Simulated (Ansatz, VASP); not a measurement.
**LaIrS3: VASP beside Ansatz**

Aim: how closely do two programs agree when they are given the same cell, functional and k mesh? The cell is generated by rule, not measured, and may not be a known phase. The cell is taken from a series of runs on this material, whose earlier steps may have relaxed, scaled, displaced or heated it; both programs get it as it stands.

Main program and level: Ansatz 0.2.0; plane waves, with VASP 6.6.1 beside it; zone-centre phonons at PBEsol.

The structure was built from a prototype and need not be the compound's stable phase.

## (1) The structure

The structure is tetragonal, space group P-4m2 (No. 115). Conventional cell: a = 4.431 Å, b = 4.431 Å, c = 5.086 Å, α = 90.00°, β = 90.00°, γ = 90.00°. La has 8 S at 2.93 to 3.13 Å nearest. Nearest to Ir lie 6 S at 2.30 to 2.54 Å. Nearest to S lie 2 Ir at 2.30 Å and 2 La at 2.93 Å. S has 2 Ir at 2.54 Å and 4 La at 3.13 Å nearest. Farther neighbours and most contacts between anions are not listed.

## (2) VASP: zone-centre phonons, PBEsol

Second derivatives magnify differences that forces hide, and they need a tight electronic threshold.

Lines of VASP's logs that name or quote its potential files are left out, and so is its time.

Contents of INCAR:

```
SYSTEM = LaIrS3
PREC = Accurate
ENCUT = 500
EDIFF = 1E-08
NELM = 200
ISMEAR = 1
SIGMA = 0.2
LREAL = .FALSE.
ALGO = Normal
GGA = PS
NBANDS = 25
LASPH = .TRUE.
LORBIT = 11
LWAVE = .FALSE.
LCHARG = .FALSE.
ISIF = 2
IBRION = 8
GGA_COMPAT = .FALSE.
LMAXMIX = 6
KPAR = 2
```

Contents of POSCAR:

```
LaIrS3
1.0
    4.4309366704      0.0000000000      0.0000000000
    0.0000000000      4.4309366704      0.0000000000
    0.0000000000      0.0000000000      5.0864429779
La Ir S
1 1 3
Direct
    0.0000000000      0.0000000000      0.0000000000
    0.5000000000      0.5000000000      0.5000000000
    0.0000000000      0.5000000000      0.3763854096
    0.5000000000      0.0000000000      0.6236145904
    0.5000000000      0.5000000000      0.0000000000
```

Contents of KPOINTS:

```
Automatic mesh
0
Gamma
8 8 8
0 0 0
```

The projector-augmented-wave data sets are La, Ir and S (PBE family, release 64).

On the command line:

```console
$ mpirun -np 2 vasp_std
```

Numbers of over 12 decimals in the logs are rounded to 6 here.

What it wrote:

```text
[banner, memory and clock lines left out]
running    2 mpi-ranks, on    1 nodes
 distrk:  each k-point on    1 cores,    2 groups
 distr:  one band on    1 cores,    1 groups

 POSCAR found type information on POSCAR LaIrS
 POSCAR found :  3 types and       5 ions
|                                                                             |
|               ----> ADVICE to this user running VASP <----                  |
|                                                                             |
|     You enforced a specific xc type in the INCAR file but a different       |
|     [... a line on the potential file left out ...]
|     I HOPE YOU KNOW WHAT YOU ARE DOING!                                     |
|                                                                             |

 LDA part: xc-table for (Slater+PW92), standard interpolation
 POSCAR, INCAR and KPOINTS ok, starting setup
 FFT: planning ... GRIDC
 FFT: planning ... GRID_SOFT
 FFT: planning ... GRID
 WAVECAR not read
 entering main loop
       N       E                     dE             d eps       ncg     rms          rms(c)
DAV:   1     0.325058908384E+03    0.32506E+03   -0.14865E+04  3814   0.190E+03
DAV:   2     0.378899252329E+02   -0.28717E+03   -0.27218E+03  4247   0.348E+02
DAV:   3    -0.262674545388E+02   -0.64157E+02   -0.61527E+02  5790   0.157E+02
DAV:   4    -0.345705515400E+02   -0.83031E+01   -0.78661E+01  6820   0.522E+01
DAV:   5    -0.351429997865E+02   -0.57245E+00   -0.55767E+00  5600   0.114E+01    0.228E+01
DAV:   6    -0.339413213449E+02    0.12017E+01   -0.24477E+01  6066   0.352E+01    0.147E+01
DAV:   7    -0.334742158360E+02    0.46711E+00   -0.52315E+00  6452   0.232E+01    0.748E+00
DAV:   8    -0.334747751724E+02   -0.55934E-03   -0.45517E-01  6020   0.431E+00    0.175E+00
DAV:   9    -0.334532197878E+02    0.21555E-01   -0.11191E-01  6355   0.312E+00    0.379E-01
DAV:  10    -0.334541435458E+02   -0.92376E-03   -0.11783E-02  6620   0.743E-01    0.254E-01
DAV:  11    -0.334545989841E+02   -0.45544E-03   -0.21532E-03  6307   0.259E-01    0.109E-01
DAV:  12    -0.334546793998E+02   -0.80416E-04   -0.37214E-04  7308   0.133E-01    0.494E-02
DAV:  13    -0.334547650977E+02   -0.85698E-04   -0.19172E-04  5370   0.765E-02    0.234E-02
DAV:  14    -0.334547958336E+02   -0.30736E-04   -0.13565E-04  7404   0.569E-02    0.152E-02
DAV:  15    -0.334547994386E+02   -0.36051E-05   -0.91640E-06  6748   0.136E-02    0.113E-02
DAV:  16    -0.334548017317E+02   -0.22931E-05   -0.13448E-05  5868   0.214E-02    0.266E-03
DAV:  17    -0.334548020415E+02   -0.30972E-06   -0.29504E-06  7172   0.809E-03    0.172E-03
DAV:  18    -0.334548020540E+02   -0.12552E-07   -0.46523E-07  6684   0.323E-03    0.852E-04
DAV:  19    -0.334548020828E+02   -0.28825E-07   -0.53000E-08  5988   0.172E-03    0.350E-04
DAV:  20    -0.334548021043E+02   -0.21483E-07   -0.95536E-09  4076   0.842E-04    0.159E-04
DAV:  21    -0.334548021069E+02   -0.25934E-08   -0.34586E-09  3804   0.660E-04
   1 F= -.33454802E+02 E0= -.33454885E+02  d E =0.248846E-03
 Linear response reoptimize wavefunctions to high precision
DAV:   1    -0.334548021111E+02   -0.41359E-08   -0.29846E-09  4204   0.474E-04
DAV:   2    -0.334548021112E+02   -0.14916E-09   -0.83765E-10  3780   0.287E-04
DAV:   3    -0.334548021113E+02   -0.77762E-10   -0.58423E-10  3876   0.249E-04
 Linear response DOF=           9
 Linear response progress:
  Degree of freedom:   1/  9
       N       E                     dE             d eps       ncg     rms          rms(c)
RMM:   1    -0.273418425463E+00   -0.27342E+00   -0.36062E-01 12296   0.202E+01
RMM:   2    -0.267875371165E+00    0.55431E-02   -0.96520E-02 13635   0.231E+00    0.101E-01
RMM:   3    -0.270248052097E+00   -0.23727E-02   -0.33146E-02 18422   0.937E-01    0.789E-02
RMM:   4    -0.271200322933E+00   -0.95227E-03   -0.88754E-03 21083   0.351E-01    0.730E-02
RMM:   5    -0.272446286278E+00   -0.12460E-02   -0.30154E-03 18977   0.259E-01    0.192E-02
RMM:   6    -0.272716490890E+00   -0.27020E-03   -0.19797E-03 22546   0.123E-01    0.166E-02
RMM:   7    -0.272711303823E+00    0.51871E-05   -0.10888E-03 21928   0.780E-02    0.182E-02
RMM:   8    -0.272757081207E+00   -0.45777E-04   -0.61157E-04 22492   0.499E-02    0.208E-02
RMM:   9    -0.272518212559E+00    0.23887E-03   -0.44462E-04 20635   0.641E-02    0.312E-02
RMM:  10    -0.272431001896E+00    0.87211E-04   -0.15592E-04 18925   0.422E-02    0.463E-02
RMM:  11    -0.272216517920E+00    0.21448E-03   -0.11556E-04 20601   0.323E-02    0.644E-02
RMM:  12    -0.272469645123E+00   -0.25313E-03   -0.85308E-05 18583   0.302E-02    0.475E-02
RMM:  13    -0.273029445591E+00   -0.55980E-03   -0.10571E-04 20952   0.489E-02    0.873E-03
RMM:  14    -0.273113465073E+00   -0.84019E-04   -0.29764E-05 20837   0.175E-02    0.390E-03
[...]
RMM:   4    -0.111988294065E+00   -0.37867E-03   -0.67951E-04 18623   0.949E-02    0.301E-02
RMM:   5    -0.112354033007E+00   -0.36574E-03   -0.15898E-04 18075   0.628E-02    0.104E-02
RMM:   6    -0.112259603857E+00    0.94429E-04   -0.55991E-05 18965   0.302E-02    0.615E-03
RMM:   7    -0.112302427398E+00   -0.42824E-04   -0.20969E-05 21049   0.159E-02    0.144E-03
RMM:   8    -0.112309329378E+00   -0.69020E-05   -0.42328E-06 20122   0.100E-02    0.123E-03
[...]
Degree of freedom:   7/  9
       N       E                     dE             d eps       ncg     rms          rms(c)
RMM:   1    -0.128794077666E+00   -0.12879E+00   -0.12047E-01 15724   0.168E+00
RMM:   2    -0.112152661504E+00    0.16641E-01   -0.12684E-02 11304   0.737E-01    0.190E-01
RMM:   3    -0.112731680138E+00   -0.57902E-03   -0.33877E-03 11813   0.249E-01    0.114E-01
RMM:   4    -0.113067956767E+00   -0.33628E-03   -0.47373E-04 12242   0.108E-01    0.433E-02
RMM:   5    -0.113241689192E+00   -0.17373E-03   -0.19159E-04 13680   0.606E-02    0.126E-02
RMM:   6    -0.113239075169E+00    0.26140E-05   -0.44867E-05 14105   0.299E-02    0.910E-03
RMM:   7    -0.113258879240E+00   -0.19804E-04   -0.19747E-05 13862   0.182E-02    0.287E-03
RMM:   8    -0.113263856245E+00   -0.49770E-05   -0.69871E-06 13953   0.123E-02    0.238E-03
RMM:   9    -0.113268380016E+00   -0.45238E-05   -0.36216E-06 14729   0.851E-03    0.747E-04
RMM:  10    -0.113268453939E+00   -0.73923E-07   -0.14601E-06 13745   0.707E-03    0.548E-04
RMM:  11    -0.113270349536E+00   -0.18956E-05   -0.10484E-06 14432   0.595E-03    0.354E-04
RMM:  12    -0.113270967293E+00   -0.61776E-06   -0.82951E-07 13867   0.600E-03    0.221E-04
RMM:  13    -0.113270796003E+00    0.17129E-06   -0.67803E-07 13975   0.558E-03    0.156E-04
RMM:  14    -0.113271153746E+00   -0.35774E-06   -0.58714E-07 14021   0.551E-03    0.841E-05
RMM:  15    -0.113271307300E+00   -0.15355E-06   -0.62509E-07 13998   0.549E-03    0.427E-05
RMM:  16    -0.113271264023E+00    0.43277E-07   -0.54258E-07 14042   0.545E-03    0.435E-05
RMM:  17    -0.113271447956E+00   -0.18393E-06   -0.54936E-07 14217   0.550E-03    0.393E-05
RMM:  18    -0.113271361840E+00    0.86117E-07   -0.54947E-07 14141   0.550E-03    0.438E-05
 first order change of Fermi-energy  -0.33418E-02
 force on displaced ion       3 direction 3 :   0.000   0.000  -8.088
 Linear response progress:
  Degree of freedom:   8/  9
       N       E                     dE             d eps       ncg     rms          rms(c)
RMM:   1    -0.121727351489E+00   -0.12173E+00   -0.86450E-02 21949   0.158E+00
RMM:   2    -0.110540451063E+00    0.11187E-01   -0.98988E-03 15466   0.691E-01    0.896E-02
RMM:   3    -0.111328244047E+00   -0.78779E-03   -0.35945E-03 18623   0.226E-01    0.502E-02
RMM:   4    -0.111831260958E+00   -0.50302E-03   -0.68730E-04 17981   0.110E-01    0.203E-02
RMM:   5    -0.112044275435E+00   -0.21301E-03   -0.14690E-04 19496   0.510E-02    0.109E-02
RMM:   6    -0.111988792381E+00    0.55483E-04   -0.40452E-05 18176   0.315E-02    0.321E-03
RMM:   7    -0.112050843410E+00   -0.62051E-04   -0.16036E-05 19947   0.160E-02    0.142E-03
RMM:   8    -0.112053543275E+00   -0.26999E-05   -0.47495E-06 20397   0.961E-03    0.797E-04
RMM:   9    -0.112052288475E+00    0.12548E-05   -0.21305E-06 19983   0.702E-03    0.308E-04
RMM:  10    -0.112055081095E+00   -0.27926E-05   -0.98105E-07 19897   0.577E-03    0.173E-04
RMM:  11    -0.112055940447E+00   -0.85935E-06   -0.73040E-07 19526   0.519E-03    0.119E-04
RMM:  12    -0.112056075945E+00   -0.13550E-06   -0.59936E-07 19745   0.492E-03    0.363E-05
RMM:  13    -0.112055729072E+00    0.34687E-06   -0.39839E-07 19403   0.481E-03    0.311E-05
RMM:  14    -0.112055858300E+00   -0.12923E-06   -0.53096E-07 19478   0.474E-03    0.321E-05
[...]
RMM:  20    -0.112056169956E+00   -0.35508E-07   -0.61703E-07 19651   0.476E-03    0.125E-05
RMM:  21    -0.112056144472E+00    0.25485E-07   -0.56867E-07 19689   0.477E-03    0.226E-05
RMM:  22    -0.112056178286E+00   -0.33814E-07   -0.48263E-07 19585   0.478E-03    0.202E-05
RMM:  23    -0.112056177583E+00    0.70298E-09   -0.41940E-07 19653   0.479E-03    0.224E-05
RMM:  24    -0.112056170927E+00    0.66553E-08   -0.38961E-07 19697   0.480E-03    0.262E-05
RMM:  25    -0.112056163427E+00    0.75002E-08   -0.28718E-07 19759   0.481E-03    0.297E-05
RMM:  26    -0.112056173343E+00   -0.99157E-08   -0.24365E-07 19818   0.481E-03    0.284E-05
RMM:  27    -0.112056176236E+00   -0.28933E-08   -0.25273E-07 19839   0.482E-03    0.289E-05
 first order change of Fermi-energy   0.60954E-04
 force on displaced ion       5 direction 1 :  -2.077   0.000   0.000
 Linear response progress:
  Degree of freedom:   9/  9
       N       E                     dE             d eps       ncg     rms          rms(c)
RMM:   1    -0.119963416925E+00   -0.11996E+00   -0.32865E-02 15523   0.161E+00
RMM:   2    -0.109590748984E+00    0.10373E-01   -0.96718E-03 11049   0.627E-01    0.186E-01
RMM:   3    -0.110076262556E+00   -0.48551E-03   -0.17065E-03 12620   0.188E-01    0.900E-02
RMM:   4    -0.110374025278E+00   -0.29776E-03   -0.29847E-04 12814   0.725E-02    0.224E-02
RMM:   5    -0.110390229488E+00   -0.16204E-04   -0.49552E-05 13814   0.288E-02    0.772E-03
RMM:   6    -0.110381278507E+00    0.89510E-05   -0.12877E-05 13377   0.148E-02    0.285E-03
RMM:   7    -0.110387215023E+00   -0.59365E-05   -0.27724E-06 13746   0.807E-03    0.131E-03
RMM:   8    -0.110388260198E+00   -0.10452E-05   -0.10439E-06 13773   0.558E-03    0.672E-04
RMM:   9    -0.110389093468E+00   -0.83327E-06   -0.54802E-07 13639   0.468E-03    0.267E-04
RMM:  10    -0.110390082601E+00   -0.98913E-06   -0.39635E-07 13474   0.454E-03    0.129E-04
RMM:  11    -0.110390541364E+00   -0.45876E-06   -0.29656E-07 13400   0.444E-03    0.580E-05
RMM:  12    -0.110390742685E+00   -0.20132E-06   -0.32757E-07 13601   0.448E-03    0.472E-05
RMM:  13    -0.110390740147E+00    0.25382E-08   -0.27628E-07 13496   0.455E-03    0.251E-05
RMM:  14    -0.110390818080E+00   -0.77933E-07   -0.26643E-07 13698   0.459E-03    0.282E-05
[...]
RMM:  21    -0.110390836637E+00   -0.74361E-08   -0.34641E-07 14135   0.476E-03    0.117E-05
RMM:  22    -0.110390839949E+00   -0.33112E-08   -0.39542E-07 14237   0.476E-03    0.162E-05
RMM:  23    -0.110390839401E+00    0.54755E-09   -0.40861E-07 14314   0.477E-03    0.123E-05
RMM:  24    -0.110390838701E+00    0.70020E-09   -0.42440E-07 14432   0.478E-03    0.164E-05
RMM:  25    -0.110390842381E+00   -0.36803E-08   -0.48708E-07 14491   0.479E-03    0.127E-05
RMM:  26    -0.110390842490E+00   -0.10927E-09   -0.42730E-07 14574   0.479E-03    0.157E-05
RMM:  27    -0.110390846269E+00   -0.37789E-08   -0.50679E-07 14657   0.479E-03    0.127E-05
RMM:  28    -0.110390849251E+00   -0.29815E-08   -0.39959E-07 14720   0.480E-03    0.149E-05
 first order change of Fermi-energy  -0.20154E-02
 force on displaced ion       5 direction 3 :   0.000   0.000  -4.806
 Linear response finished
```

(Continued in part 2 of 2.)

[Lines on the potential files, build, host, timing and source positions are cut from VASP's logs without a mark.]

[Logs are printed without paths, hosts, clocks, repeated set-up lines and the standing remarks that a program may print on its own settings, such as how far it seeks lower states.]

[Hosts, paths, dates, database ids (printed as entryN), source tags and the programs' standing remarks are cut or masked in the printed files.]
